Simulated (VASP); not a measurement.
A run of VASP 6.6.1:

File INCAR:

```
PREC = Accurate ; ENCUT = 600
EDIFF = 1E-6 ; ISMEAR = -1
SIGMA = 0.05 ; LREAL = False
LASPH = True ; NELM = 60
ALGO = Normal ; ISIF = 3
LWAVE = False ; LCHARG = False
METAGGA = R2SCAN ; LMIXTAU = True
IBRION = 2 ; NSW = 40
EDIFFG = -0.005 ; PSTRESS = 60
```

The input KPOINTS:

```
regular mesh
0
Gamma
  9 9 9
```

File POSCAR:

```
SrTiO3
1.0
    3.9050000000      0.0000000000      0.0000000000
    0.0000000000      3.9050000000      0.0000000000
    0.0000000000      0.0000000000      3.9050000000
O Sr Ti
3 1 1
Direct
    0.5000000000      0.0000000000      0.0000000000
    0.0000000000      0.5000000000      0.0000000000
    0.0000000000      0.0000000000      0.5000000000
    0.5000000000      0.5000000000      0.5000000000
    0.0000000000      0.0000000000      0.0000000000
```

Potentials or basis: VASP PAW PBE potentials, release 64 (O, Sr_sv, Ti_sv).

Command:

```sh
$ cat potpaw_PBE.64/O/POTCAR potpaw_PBE.64/Sr_sv/POTCAR potpaw_PBE.64/Ti_sv/POTCAR > POTCAR
$ mpirun -np 1 vasp_std > vasp.out
```

Hardware: 1 thread of Intel(R) Xeon(R) Platinum 8488C (Sapphire Rapids) (shared host).

**Question.** Estimate the wall time of this run.

**Answer.** It took 4.7 min on 1 thread of Intel(R) Xeon(R) Platinum 8488C (Sapphire Rapids), on a shared host, peak memory 0.24 GiB. Counts: scf iterations 46, k points 35, ion steps 3.
